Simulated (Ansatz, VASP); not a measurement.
# CsPbCl3 in two plane-wave programs, part 2 of 2

Aim: how closely do two programs agree when they are given the same cell, functional and k mesh? The cell is taken from a series of runs on this material, whose earlier steps may have relaxed, scaled, displaced or heated it; both programs get it as it stands.

VASP 6.6.1 and Ansatz 0.2.0.

So far: Set-up; Ansatz: elastic constants, LDA.

## (3) VASP: elastic constants, LDA

Level of this step: LDA; plane waves and PAW (Cs_sv, Pb_d, Cl) (VASP).

The same cell, functional (in two slightly different forms), mesh and smearing now go to VASP, with its own data sets.

Lines of VASP's logs that name or quote its potential files are left out, and so is its time.

INCAR reads:

```
SYSTEM = CsPbCl3
PREC = Accurate
ENCUT = 500
EDIFF = 1E-08
NELM = 120
ISMEAR = 0
SIGMA = 0.02
LREAL = .FALSE.
ALGO = Normal
GGA = PW92
NBANDS = 28
LORBIT = 11
LWAVE = .FALSE.
LCHARG = .FALSE.
ISIF = 3
IBRION = 6
NFREE = 2
POTIM = 0.015
NSW = 1
LASPH = .TRUE.
GGA_COMPAT = .FALSE.
EFERMI = MIDGAP
KPAR = 2
```

POSCAR reads:

```
CsPbCl3
1.0
    5.6158014693      0.0000000000      0.0000000000
    0.0000000000      5.6158014693      0.0000000000
    0.0000000000      0.0000000000      5.6158014693
Cs Pb Cl
1 1 3
Direct
    0.0000000000      0.0000000000      0.0000000000
    0.5000000000      0.5000000000      0.5000000000
    0.5000000000      0.5000000000      0.0000000000
    0.0000000000      0.5000000000      0.5000000000
    0.5000000000      0.0000000000      0.5000000000
```

KPOINTS reads:

```
Automatic mesh
0
Gamma
2 2 2
0 0 0
```

The projector-augmented-wave data sets are Cs_sv, Pb_d and Cl (LDA family, release 64).

The run is started by

```sh
$ mpirun -np 2 vasp_std
```

Numbers of over 12 decimals in the logs are rounded to 6 here.

The log of the run:

```text
[banner, memory and clock lines left out]
running    2 mpi-ranks, on    1 nodes
 distrk:  each k-point on    1 cores,    2 groups
 distr:  one band on    1 cores,    1 groups

 POSCAR found type information on POSCAR CsPbCl
 POSCAR found :  3 types and       5 ions
|                                                                             |
|               ----> ADVICE to this user running VASP <----                  |
|                                                                             |
|     You enforced a specific xc type in the INCAR file but a different       |
|     [... a line on the potential file left out ...]
|     I HOPE YOU KNOW WHAT YOU ARE DOING!                                     |
|                                                                             |

 LDA part: xc-table for (Slater(with rela. corr.)+PW92), standard interpolation
 POSCAR, INCAR and KPOINTS ok, starting setup
 FFT: planning ... GRIDC
 FFT: planning ... GRID_SOFT
 FFT: planning ... GRID
 WAVECAR not read
 entering main loop
       N       E                     dE             d eps       ncg     rms          rms(c)
DAV:   1     0.410529243249E+03    0.41053E+03   -0.19096E+04   224   0.140E+03
DAV:   2     0.301201958163E+02   -0.38041E+03   -0.36878E+03   272   0.329E+02
DAV:   3    -0.178201240060E+02   -0.47940E+02   -0.47454E+02   272   0.125E+02
DAV:   4    -0.197261218296E+02   -0.19060E+01   -0.18979E+01   296   0.309E+01
DAV:   5    -0.197624525120E+02   -0.36331E-01   -0.36310E-01   300   0.360E+00    0.488E+00
DAV:   6    -0.188647316237E+02    0.89772E+00   -0.18525E+00   296   0.116E+01    0.339E+00
DAV:   7    -0.187871664879E+02    0.77565E-01   -0.56155E-01   312   0.402E+00    0.175E+00
DAV:   8    -0.187808937247E+02    0.62728E-02   -0.60311E-02   304   0.179E+00    0.340E-01
DAV:   9    -0.187782688319E+02    0.26249E-02   -0.10085E-02   312   0.724E-01    0.126E-01
DAV:  10    -0.187784418474E+02   -0.17302E-03   -0.10504E-03   264   0.186E-01    0.517E-02
DAV:  11    -0.187784459376E+02   -0.40902E-05   -0.95957E-05   292   0.725E-02    0.101E-02
DAV:  12    -0.187784444385E+02    0.14991E-05   -0.14949E-05   268   0.427E-02    0.576E-03
DAV:  13    -0.187784443525E+02    0.86071E-07   -0.27814E-06   308   0.971E-03    0.151E-03
DAV:  14    -0.187784442544E+02    0.98123E-07   -0.40773E-07   296   0.396E-03    0.765E-04
DAV:  15    -0.187784442556E+02   -0.12133E-08   -0.31948E-08   228   0.146E-03
   1 F= -.18778444E+02 E0= -.18778444E+02  d E =0.000000E+00
[... from here on, the cycles between the ionic steps are left out ...]
   2 F= -.18770671E+02 E0= -.18770671E+02  d E =0.000000E+00
  13 F= -.18777996E+02 E0= -.18777996E+02  d E =0.000000E+00
  14 F= -.18778452E+02 E0= -.18778452E+02  d E =0.000000E+00
  15 F= -.18778452E+02 E0= -.18778452E+02  d E =0.000000E+00
  16 F= -.18778441E+02 E0= -.18778441E+02  d E =0.000000E+00
  17 F= -.18778441E+02 E0= -.18778441E+02  d E =0.000000E+00
  18 F= -.18778571E+02 E0= -.18778571E+02  d E =0.000000E+00
  19 F= -.18778571E+02 E0= -.18778571E+02  d E =0.000000E+00
  20 F= -.18778427E+02 E0= -.18778427E+02  d E =0.000000E+00
 Finite differences progress:
  Degree of freedom:  10/ 10
  Displacement:        1/  2
  Total:              19/ 20
 bond charge predicted
       N       E                     dE             d eps       ncg     rms          rms(c)
DAV:   1    -0.187742982075E+02    0.41286E-02   -0.13939E+00   376   0.352E+00    0.523E-01
DAV:   2    -0.187787013413E+02   -0.44031E-02   -0.47719E-02   384   0.951E-01    0.103E-01
DAV:   3    -0.187785188804E+02    0.18246E-03   -0.83366E-04   408   0.148E-01    0.704E-02
DAV:   4    -0.187784268664E+02    0.92014E-04   -0.67013E-04   360   0.926E-02    0.301E-02
DAV:   5    -0.187784296538E+02   -0.27875E-05   -0.11030E-04   360   0.412E-02    0.178E-02
DAV:   6    -0.187784296718E+02   -0.17981E-07   -0.51280E-06   396   0.107E-02    0.930E-03
DAV:   7    -0.187784266658E+02    0.30060E-05   -0.15048E-05   420   0.130E-02    0.825E-03
DAV:   8    -0.187784268281E+02   -0.16233E-06   -0.17380E-06   376   0.490E-03    0.739E-03
DAV:   9    -0.187784267736E+02    0.54566E-07   -0.19648E-07   348   0.175E-03    0.283E-03
DAV:  10    -0.187784267739E+02   -0.29422E-09   -0.42158E-08   344   0.825E-04
  21 F= -.18778427E+02 E0= -.18778427E+02  d E =0.000000E+00
 Finite differences progress:
  Degree of freedom:  10/ 10
  Displacement:        2/  2
  Total:              20/ 20
```

OUTCAR, selected parts (step 3):

```text
ion  position               nearest neighbor table
   1  0.000  0.000  0.000-
   2  0.500  0.500  0.500-   3 2.81   4 2.81   5 2.81   3 2.81   5 2.81   4 2.81
   3  0.500  0.500  0.000-   2 2.81   2 2.81
   4  0.000  0.500  0.500-   2 2.81   2 2.81
   5  0.500  0.000  0.500-   2 2.81   2 2.81

  LATTYP: Found a simple cubic cell.
 ALAT       =     5.6158014693

 Subroutine GETGRP returns: Found 48 space group operations
 (whereof 48 operations were pure point group operations)

The static configuration has the point symmetry O_h .

 Found      4 irreducible k-points:

   k-points           NKPTS =      4   k-points in BZ     NKDIM =      4   number of bands    NBANDS=     28

   dimension x,y,z NGX =    42 NGY =   42 NGZ =   42
   dimension x,y,z NGXF=    84 NGYF=   84 NGZF=   84

   ENCUT  =  500.0 eV  36.75 Ry    6.06 a.u.  10.24 10.24 10.24*2*pi/ulx,y,z

   NELECT =      44.0000    total number of electrons

 k-points in reciprocal lattice and weights: Automatic mesh
   0.00000000  0.00000000  0.00000000       0.125
   0.50000000  0.00000000  0.00000000       0.375
   0.50000000  0.50000000  0.00000000       0.375
   0.50000000  0.50000000  0.50000000       0.125

 average (electrostatic) potential at core
       1 -48.2826       2 -95.6590       3 -97.3709       4 -97.3701       5 -97.3701

 E-fermi :   2.3554

 k-point     1 :       0.0000    0.0000    0.0000
  band No.  band energies     occupation
    ...
     18      -1.0114      2.00000
     19      -1.0111      2.00000
     20      -0.8993      2.00000
     21      -0.8993      2.00000
     22      -0.8991      2.00000
     23       4.5160      0.00000
     24       5.5761      0.00000
     25       5.5761      0.00000
     26       6.5278      0.00000
     27       6.5279      0.00000
    ...

 k-point     2 :       0.5000    0.0000    0.0000
  band No.  band energies     occupation
    ...
     18      -1.1188      2.00000
     19      -1.1170      2.00000
     20      -1.0178      2.00000
     21      -1.0174      2.00000
     22      -0.1164      2.00000
     23       4.3099      0.00000
     24       5.9307      0.00000
     25       6.5249      0.00000
     26       6.6564      0.00000
     27       6.6567      0.00000
    ...

 k-point     3 :       0.5000    0.5000    0.0000
  band No.  band energies     occupation
    ...
     18      -1.2129      2.00000
     19      -1.2129      2.00000
     20      -1.1277      2.00000
     21      -0.5775      2.00000
     22       0.7277      2.00000
     23       3.7935      0.00000
     24       3.7935      0.00000
     25       6.2535      0.00000
     26       6.7156      0.00000
     27       7.0388      0.00000
    ...

  Total        0.0023250      0.0023250      0.0055597      0.0000000     -0.0000000      0.0000000
  in kB        0.0210324      0.0210324      0.0502951      0.0000000     -0.0000000      0.0000000
  external PRESSURE =       0.0307867 kB  Pullay stress =       0.0000000 kB

  energy-cutoff  :      500.00
  volume of cell :      177.11
      direct lattice vectors                 reciprocal lattice vectors
     5.615801469  0.000000000  0.000000000     0.178068973  0.000000000  0.000000000
     0.000000000  5.615801469  0.000000000     0.000000000  0.178068973  0.000000000
     0.000000000  0.000000000  5.615801469     0.000000000  0.000000000  0.178068973

 POSITION                                       TOTAL-FORCE (eV/Angst)
 -----------------------------------------------------------------------------------
      0.00000      0.00000      0.00000        -0.000000      0.000000     -0.002296
[...]
YZ           0.0000     -0.0000     -0.0000      0.0000     36.2152      0.0000
 ZX          -0.0000      0.0000      0.0000      0.0000      0.0000     36.2152
 --------------------------------------------------------------------------------

 Eigenvectors and eigenvalues of the dynamical matrix
 ----------------------------------------------------

   1 f  =    1.878402 THz    11.802347 2PiTHz   62.656740 cm-1     7.768442 meV
             X         Y         Z           dx          dy          dz
      0.000000  0.000000  0.000000    -0.001185   -0.010354    0.002490
      2.807901  2.807901  2.807901    -0.052666   -0.460194    0.110649
      2.807901  2.807901  0.000000     0.016385    0.143169   -0.198404
      0.000000  2.807901  2.807901     0.094434    0.143169   -0.034424
      2.807901  0.000000  2.807901     0.016385    0.825171   -0.034424

   2 f  =    1.878402 THz    11.802347 2PiTHz   62.656740 cm-1     7.768442 meV
             X         Y         Z           dx          dy          dz
      0.000000  0.000000  0.000000    -0.010649    0.001132   -0.000359
      2.807901  2.807901  2.807901    -0.473294    0.050332   -0.015940
      2.807901  2.807901  0.000000     0.147245   -0.015659    0.028582
      0.000000  2.807901  2.807901     0.848661   -0.015659    0.004959
      2.807901  0.000000  2.807901     0.147245   -0.090250    0.004959

   3 f  =    1.878402 THz    11.802347 2PiTHz   62.656740 cm-1     7.768442 meV
             X         Y         Z           dx          dy          dz
      0.000000  0.000000  0.000000    -0.000083    0.002514    0.010416
      2.807901  2.807901  2.807901    -0.003709    0.111730    0.462923
      2.807901  2.807901  0.000000     0.001154   -0.034760   -0.830065
      0.000000  2.807901  2.807901     0.006651   -0.034760   -0.144018
      2.807901  0.000000  2.807901     0.001154   -0.200342   -0.144018

   4 f  =    0.207124 THz     1.301397 2PiTHz    6.908908 cm-1     0.856595 meV
             X         Y         Z           dx          dy          dz
      0.000000  0.000000  0.000000    -0.008854    0.003994    0.806548
      2.807901  2.807901  2.807901     0.005694   -0.002568   -0.518704
      2.807901  2.807901  0.000000     0.001122   -0.000506   -0.243686
      0.000000  2.807901  2.807901     0.002675   -0.000506   -0.102222
      2.807901  0.000000  2.807901     0.001122   -0.001207   -0.102222

   5 f  =    0.207124 THz     1.301397 2PiTHz    6.908908 cm-1     0.856595 meV
             X         Y         Z           dx          dy          dz
      0.000000  0.000000  0.000000     0.444434    0.673120    0.001546
      2.807901  2.807901  2.807901    -0.285822   -0.432894   -0.000994
      2.807901  2.807901  0.000000    -0.056328   -0.085312   -0.000467
      0.000000  2.807901  2.807901    -0.134279   -0.085312   -0.000196
      2.807901  0.000000  2.807901    -0.056328   -0.203373   -0.000196

   6 f  =    0.207124 THz     1.301397 2PiTHz    6.908908 cm-1     0.856595 meV
             X         Y         Z           dx          dy          dz
      0.000000  0.000000  0.000000     0.673063   -0.444418    0.009589
      2.807901  2.807901  2.807901    -0.432858    0.285812   -0.006167
      2.807901  2.807901  0.000000    -0.085305    0.056326   -0.002897
      0.000000  2.807901  2.807901    -0.203356    0.056326   -0.001215
      2.807901  0.000000  2.807901    -0.085305    0.134274   -0.001215

   7 f/i=    0.013905 THz     0.087371 2PiTHz    0.463837 cm-1     0.057508 meV
             X         Y         Z           dx          dy          dz
      0.000000  0.000000  0.000000    -0.378770   -0.090492    0.427166
      2.807901  2.807901  2.807901    -0.431511   -0.103093    0.486645
      2.807901  2.807901  0.000000    -0.182411   -0.043580    0.205374
      0.000000  2.807901  2.807901    -0.182107   -0.043580    0.205718
      2.807901  0.000000  2.807901    -0.182411   -0.043507    0.205718

   8 f/i=    0.013905 THz     0.087371 2PiTHz    0.463837 cm-1     0.057508 meV
             X         Y         Z           dx          dy          dz
      0.000000  0.000000  0.000000     0.068089   -0.570810   -0.060548
      2.807901  2.807901  2.807901     0.077570   -0.650291   -0.068979
      2.807901  2.807901  0.000000     0.032791   -0.274896   -0.029110
      0.000000  2.807901  2.807901     0.032736   -0.274896   -0.029159
      2.807901  0.000000  2.807901     0.032791   -0.274436   -0.029159

   9 f/i=    0.013905 THz     0.087371 2PiTHz    0.463837 cm-1     0.057508 meV
             X         Y         Z           dx          dy          dz
      0.000000  0.000000  0.000000    -0.431304   -0.010642   -0.384694
      2.807901  2.807901  2.807901    -0.491360   -0.012124   -0.438260
      2.807901  2.807901  0.000000    -0.207711   -0.005125   -0.184955
      0.000000  2.807901  2.807901    -0.207364   -0.005125   -0.185264
      2.807901  0.000000  2.807901    -0.207711   -0.005117   -0.185264

  10 f/i=    2.632832 THz    16.542572 2PiTHz   87.821825 cm-1    10.888514 meV
             X         Y         Z           dx          dy          dz
      0.000000  0.000000  0.000000     0.000000   -0.000000    0.000000
      2.807901  2.807901  2.807901    -0.000000   -0.000000   -0.000000
      2.807901  2.807901  0.000000     0.002146    0.707100    0.000000
      0.000000  2.807901  2.807901     0.000000   -0.707100    0.002380
      2.807901  0.000000  2.807901    -0.002146   -0.000000   -0.002380

  11 f/i=    2.632832 THz    16.542572 2PiTHz   87.821825 cm-1    10.888514 meV
             X         Y         Z           dx          dy          dz
      0.000000  0.000000  0.000000     0.000000    0.000000    0.000000
      2.807901  2.807901  2.807901     0.000000    0.000000    0.000000
      2.807901  2.807901  0.000000     0.020686   -0.002442    0.000000
      0.000000  2.807901  2.807901     0.000000    0.002442    0.706800
      2.807901  0.000000  2.807901    -0.020686    0.000000   -0.706800

  12 f/i=    2.632832 THz    16.542572 2PiTHz   87.821825 cm-1    10.888514 meV
             X         Y         Z           dx          dy          dz
      0.000000  0.000000  0.000000     0.000000    0.000000   -0.000000
      2.807901  2.807901  2.807901     0.000000    0.000000    0.000000
      2.807901  2.807901  0.000000    -0.706801    0.002075    0.000000
      0.000000  2.807901  2.807901     0.000000   -0.002075    0.020694
      2.807901  0.000000  2.807901     0.706801   -0.000000   -0.020694

  13 f/i=    3.337493 THz    20.970085 2PiTHz  111.326771 cm-1    13.802754 meV
             X         Y         Z           dx          dy          dz
      0.000000  0.000000  0.000000    -0.056296    0.109434   -0.000000
      2.807901  2.807901  2.807901    -0.121426    0.236040   -0.000000
      2.807901  2.807901  0.000000     0.285715   -0.555403    0.000000
      0.000000  2.807901  2.807901    -0.167570   -0.555403    0.000000
      2.807901  0.000000  2.807901     0.285715    0.325739    0.000000

  14 f/i=    3.337493 THz    20.970085 2PiTHz  111.326771 cm-1    13.802754 meV
             X         Y         Z           dx          dy          dz
      0.000000  0.000000  0.000000    -0.109434   -0.056296    0.000000
      2.807901  2.807901  2.807901    -0.236040   -0.121426    0.000000
      2.807901  2.807901  0.000000     0.555403    0.285715    0.000000
      0.000000  2.807901  2.807901    -0.325739    0.285715   -0.000000
      2.807901  0.000000  2.807901     0.555403   -0.167570   -0.000000

  15 f/i=    3.337493 THz    20.970085 2PiTHz  111.326771 cm-1    13.802754 meV
             X         Y         Z           dx          dy          dz
      0.000000  0.000000  0.000000    -0.000000   -0.000000   -0.123065
      2.807901  2.807901  2.807901    -0.000000   -0.000000   -0.265441
      2.807901  2.807901  0.000000     0.000000    0.000000   -0.366314
      0.000000  2.807901  2.807901    -0.000000    0.000000    0.624584
      2.807901  0.000000  2.807901     0.000000   -0.000000    0.624584

 ELASTIC MODULI CONTR FROM IONIC RELAXATION (kBar)
 Direction    XX          YY          ZZ          XY          YZ          ZX
 --------------------------------------------------------------------------------
 XX           0.0000      0.0000      0.0000      0.0000      0.0000      0.0000
 YY           0.0000      0.0000      0.0000      0.0000      0.0000      0.0000
 ZZ           0.0000      0.0000      0.0000      0.0000      0.0000      0.0000
 XY           0.0000      0.0000      0.0000      0.0000      0.0000      0.0000
 YZ           0.0000      0.0000      0.0000      0.0000      0.0000      0.0000
 ZX           0.0000      0.0000      0.0000      0.0000      0.0000      0.0000
 --------------------------------------------------------------------------------

 TOTAL ELASTIC MODULI (kBar)
 Direction    XX          YY          ZZ          XY          YZ          ZX
 --------------------------------------------------------------------------------
 XX         667.7554     88.8485     88.8485     -0.0000      0.0000     -0.0000
 YY          88.8485    667.7554     88.8485      0.0000     -0.0000      0.0000
 ZZ          88.8485     88.8485    667.7554      0.0000     -0.0000      0.0000
 XY          -0.0000      0.0000      0.0000     36.2152      0.0000      0.0000
 YZ           0.0000     -0.0000     -0.0000      0.0000     36.2152      0.0000
 ZX          -0.0000      0.0000      0.0000      0.0000      0.0000     36.2152
 --------------------------------------------------------------------------------

 total charge
# of ion       s       p       d       tot
------------------------------------------
    1        1.826   4.688   0.013   6.527
    2        1.549   0.389   9.868  11.806
    3        1.591   3.521   0.000   5.112
    4        1.591   3.521   0.000   5.112
    5        1.591   3.521   0.000   5.112
--------------------------------------------------
tot          8.147  15.640   9.880  33.668

[... 3 further parts left out ...]
```

CONTCAR:

```
CsPbCl3
   1.00000000000000
     5.6158014693000000    0.0000000000000000    0.0000000000000000
     0.0000000000000000    5.6158014693000000    0.0000000000000000
     0.0000000000000000    0.0000000000000000    5.6158014693000000
  Cs              Pb              Cl
     1     1     3
Direct
     0.0000000000000000    0.0000000000000000    0.0000000000000000
     0.5000000000000000    0.5000000000000000    0.5000000000000000
     0.5000000000000000    0.5000000000000000   -0.0026710345944387
     0.0000000000000000    0.5000000000000000    0.5000000000000000
     0.5000000000000000    0.0000000000000000    0.5000000000000000
```

The last energy, forces, stress and levels in OUTCAR belong to the last displaced cell, not to the cell of POSCAR. With imaginary modes the cell is no minimum, so the ionic parts of its dielectric, piezoelectric and elastic tensors have no meaning.

Levels, forces or a CONTCAR printed for this step are those of its last displaced cell, not of the structure at rest.

## (4) Side by side

Known differences besides the potentials themselves: the cutoff is 420 eV in Ansatz and 500 eV in VASP; VASP's log shows a relativistic correction to its local exchange, Ansatz's none; VASP takes each elastic constant from one size of strain, Ansatz from those that its log lists. Total energies have different zeros and are not compared.

Compared:

| quantity | Ansatz | VASP | difference |
| --- | --- | --- | --- |
| C11 (GPa) | 66.0 | 66.8 | -1.18 % |
| C22 (GPa) | 66.0 | 66.8 | -1.18 % |
| C33 (GPa) | 66.0 | 66.8 | -1.18 % |
| C12 (GPa) | 8.7 | 8.9 | -1.89 % |
| C13 (GPa) | 8.7 | 8.9 | -1.89 % |
| C23 (GPa) | 8.7 | 8.9 | -1.89 % |
| C44 (GPa) | 3.5 | 3.6 | -4.53 % |
| C55 (GPa) | 3.5 | 3.6 | -4.53 % |
| C66 (GPa) | 3.5 | 3.6 | -4.53 % |

## (5) What came out

| Item | Value |
| --- | --- |
| difference in C44 (elastic constants, LDA) | -4.5 % |

**Reading.** The difference in C44 is -4.5 % (elastic constants, LDA), within the 5 % picked in this series as the mark of a large difference. How closely two codes agree says nothing of how well the functional describes the real material.

[Lines on the potential files, build, host, timing and source positions are cut from VASP's logs without a mark.]

[Logs are printed without paths, hosts, clocks, repeated set-up lines and the standing remarks that a program may print on its own settings, such as how far it seeks lower states.]

[Hosts, paths, dates, database ids (printed as entryN), source tags and the programs' standing remarks are cut or masked in the printed files.]
